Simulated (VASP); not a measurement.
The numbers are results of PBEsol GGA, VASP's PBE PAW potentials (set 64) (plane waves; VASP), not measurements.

The input files of a VASP run:

File KPOINTS:
```
Automatic mesh
0
Gamma
12 12 12
0 0 0
```

File POSCAR:
```
Ta
1
    2.7282910000     0.0000000000     0.0000000000
    0.0000000000     2.7282910000     0.0000000000
    0.0000000000     0.0000000000     2.7282910000
Ta
1
Direct
  0.0000000000   0.0000000000   0.0000000000
```

### INCAR
```
SYSTEM = Ta
PREC = Accurate
ENCUT = 400
EDIFF = 1E-6
NELM = 100
ALGO = Normal
LREAL = .FALSE.
LASPH = .TRUE.
ISMEAR = 1
SIGMA = 0.1
GGA = PS
LMAXMIX = 6
LWAVE = .FALSE.
LCHARG = .FALSE.
IBRION = 2
ISIF = 3
NSW = 60
EDIFFG = -0.01
```

POTCAR, in this order: Ta_pv (PBE.64 set). Program: vasp_std.

Energy and stress use the plane-wave basis of the starting cell. Unless said otherwise, spin-orbit coupling is left out, though it shifts the bands of the heavy elements here.

**Question.** Estimate the energy per atom (σ→0), volume per atom, band gap (on the k-mesh).

**Answer.** 
| Property | Result |
|---|---|
| energy per atom (σ→0) | -11418 meV/atom |
| band gap (on the k-mesh) | none (metal, semimetal or under 0.01 eV) |
| volume per atom | 19.87 Å^3/atom |

### OSZICAR
```
...
       N       E                     dE             d eps       ncg     rms          rms(c)
DAV:   1    -0.115268688629E+02   -0.12534E+00   -0.34999E+00  1526   0.269E+01    0.281E+00
DAV:   2    -0.114355045412E+02    0.91364E-01   -0.14701E-01  1523   0.444E+00    0.907E-01
DAV:   3    -0.114172573553E+02    0.18247E-01   -0.64010E-02  1572   0.287E+00    0.350E-01
DAV:   4    -0.114176049125E+02   -0.34756E-03   -0.11556E-03  1675   0.327E-01    0.557E-02
DAV:   5    -0.114176243303E+02   -0.19418E-04   -0.67809E-05  1816   0.860E-02    0.298E-02
DAV:   6    -0.114176250394E+02   -0.70911E-06   -0.12959E-06  1216   0.125E-02
   3 F= -.11417625E+02 E0= -.11417915E+02  d E =-.471541E-02
```

The structure was generated: Ta was put into the simple-cubic type (Pm-3m), which need not be its known phase. This run relaxes it. Symmetry was kept, so distortions that lower it aren't found.
